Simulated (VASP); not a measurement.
VASP runs on Re₂P (space group P6_3/mmc) share one base input (PBE GGA, plane waves, VASP's PBE PAW potentials (set 64)) and change the settings named in each case.

File POSCAR:
```
Re2P
1
    4.0425170000     0.0000000000     0.0000000000
   -2.0212590000     3.5009230000     0.0000000000
    0.0000000000     0.0000000000     4.9531940000
P Re
2 4
Direct
  0.3333330000   0.6666670000   0.2500000000
  0.6666670000   0.3333330000   0.7500000000
  0.0000000000   0.0000000000   0.0000000000
  0.0000000000   0.0000000000   0.5000000000
  0.3333330000   0.6666670000   0.7500000000
  0.6666670000   0.3333330000   0.2500000000
```

### KPOINTS
```
Automatic mesh
0
Gamma
5 5 4
0 0 0
```

### INCAR
```
ALGO = Normal
EDIFF = 1E-6
ENCUT = 300
GGA = PE
ISIF = 2
ISMEAR = -1
LASPH = T
LCHARG = F
LMAXMIX = 6
LREAL = F
LWAVE = F
NELM = 100
PREC = Accurate
SIGMA = 0.1
SYSTEM = Re2P
```

POTCAR, in this order: P Re (PBE.64 set). Program: vasp_std.

| change | E(σ→0) (eV/atom) | pressure (GPa) | −TS (eV) |
|---|---|---|---|
| base run | -9.1100 | 77.26 | -0.1913 |
| GGA removed, POTCAR P Re (LDA.64 set) | -10.4633 | 61.74 | -0.1918 |
| GGA_COMPAT = .FALSE., LNONCOLLINEAR = .TRUE., LSORBIT = .TRUE., MAGMOM = 0.0 0.0 0.0 0.0 0.0 0.0 0.0 0.0 0.0 0.0 0.0 0.0 0.0 0.0 0.0 0.0 0.0 0.0, program vasp_ncl | -9.3126 | 77.28 | -0.1831 |
| KPOINTS 1×1×1 Γ-centred mesh | -7.8662 | 83.91 | -0.5724 |
 Energies of different potentials or functionals have different zeros.  Unless said otherwise, spin-orbit coupling is left out, though it shifts the bands of the heavy elements here. At 300 eV the pressure can carry a Pulay error.

Left out are runs that ran out of time, are held back, or changed the cell or the kind of run, fixed moments of cells without a moment, rows past the twelfth, gaps on odd meshes, pressures of charged cells and columns that move by less than the noise.

The structure was generated: Re2P was put into an ordered model structure, which need not be its known phase. The cell was not relaxed at this level.
